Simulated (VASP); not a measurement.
VASP 6 on Cu, 32 atoms, PBE, 400 eV, 3×3×3 Γ-centred mesh, vasp_std. Each run had one machine to itself; times are medians of up to 3 turns, which differed by up to 2 %. Differences under about 10 % mean little, and other builds and machines will differ.

INCAR of the first run: PREC = Normal; ENCUT = 400; EDIFF = 1E-12; NELM = 9; ALGO = Fast; LREAL = Auto; LASPH = .TRUE.; ISMEAR = 1; SIGMA = 0.1; GGA = PE; LMAXMIX = 4; LWAVE = .FALSE.; LCHARG = .FALSE.; ISYM = 0; NELMIN = 9; NSIM = 1; NCORE = 4

```tsv
run	seconds an electronic step (mean of the last four of 9)
32 ranks, NSIM = 1	0.68
32 ranks, NSIM = 2	0.67
32 ranks, NSIM = 4	0.67
32 ranks, NSIM = 8	0.69
32 ranks, NSIM = 16	0.72
32 ranks, NSIM = 32	0.76
```

On 32 cores the runs span a factor of 1.1.

Runs that failed, blew up or ran out of time are left out.

The cell is a supercell.
